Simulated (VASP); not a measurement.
W:

```
W
1.0
    -1.58234    1.58234    1.58234
     1.58234   -1.58234    1.58234
     1.58234    1.58234   -1.58234
W
1
Cartesian
  0.0000 0.0000 0.0000
```

- Program: VASP 6.6.1
- Task: relaxation of cell and atoms
- Functional: PBE
- Potentials or basis: VASP PAW PBE potentials, release 64 (W_sv)
- Cutoff: 600 eV
- k mesh: 16 × 16 × 16
- Occupations: methfessel-paxton, width 0.1 eV
- Spin: no spin polarisation

At the start: pressure 5.9 GPa; volume 15.85 Å³/atom.

Where does the relaxation end?

Over 4 steps the energy falls by 5.4 meV/atom and the volume is 16.15 Å³/atom (+1.9 %); space group Im-3m (No. 229, to 0.05 Å).

Step by step:
```csv
step,energy change (eV),largest force (eV/Å),pressure (GPa),volume (Å³)
1,0.0000,0.0000,5.89,15.85
2,0.0544,0.0000,-16.87,17.22
3,-0.0054,0.0000,-0.16,16.16
4,-0.0054,0.0000,-0.04,16.15
```

Final structure:
```
W
1.0
    -1.59231    1.59231    1.59231
     1.59231   -1.59231    1.59231
     1.59231    1.59231   -1.59231
W
1
Direct
  0.00000 0.00000 0.00000
```
